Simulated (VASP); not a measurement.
An input for Quantum ESPRESSO's pw.x (written as the equivalent of a VASP run, and not itself run):

```
&CONTROL
  calculation = 'scf'
  pseudo_dir = './pseudo'
  outdir = './out'
  tprnfor = .true.
  tstress = .true.
/
&SYSTEM
  ibrav = 0
  nat = 2
  ntyp = 2
  ecutwfc = 110
  occupations = 'smearing'
  smearing = 'methfessel-paxton'
  degauss = 0.00735
  input_dft = 'pbe'
/
&ELECTRONS
  conv_thr = 7.3e-08
  electron_maxstep = 100
/
ATOMIC_SPECIES
  La 138.905 La.upf
  Sb 121.760 Sb.upf
CELL_PARAMETERS angstrom
     0.0000000    3.2811900    3.2811900
     3.2811900    0.0000000    3.2811900
     3.2811900    3.2811900    0.0000000
ATOMIC_POSITIONS crystal
  La   0.0000000  0.0000000  0.0000000
  Sb   0.5000000  0.5000000  0.5000000
K_POINTS automatic
  7 7 7 0 0 0
```

Q: Translate this input to VASP (INCAR, KPOINTS, POSCAR, choice of POTCAR).

A: One answer among several that fit: 
### INCAR
```
! general
SYSTEM  = LaSb
PREC    = Accurate
ENCUT   = 400
LREAL   = .False.
LASPH   = .True.

! electronic loop
EDIFF   = 1E-6
NELM    = 100
ALGO    = Normal
LMAXMIX = 6

! smearing
ISMEAR  = 1
SIGMA   = 0.1

! functional
GGA     = PE

! ions
ISIF    = 2

! output
LWAVE   = .False.
LCHARG  = .False.
```

**POSCAR**
```
LaSb
1
    0.0000000000     3.2811900000     3.2811900000
    3.2811900000     0.0000000000     3.2811900000
    3.2811900000     3.2811900000     0.0000000000
La Sb
1 1
Direct
  0.0000000000   0.0000000000   0.0000000000
  0.5000000000   0.5000000000   0.5000000000
```

KPOINTS:
```
Regular mesh
0
gamma
7 7 7
0 0 0
```

POTCAR, in this order: La Sb (PBE.64 set). Program: vasp_std.

The two are equivalent in intent, not identical: the potentials are each code's own (VASP's PAW set, PseudoDojo norm-conserving files in pw.x), so ENCUT and ecutwfc are chosen apart and not converted; conv_thr bounds pw.x's estimated SCF error, while EDIFF bounds the energy change between steps.

The structure comes from a computed database's LaSb entry (Fm-3m); how it stands against other phases isn't given here. The cell was not relaxed at this level.
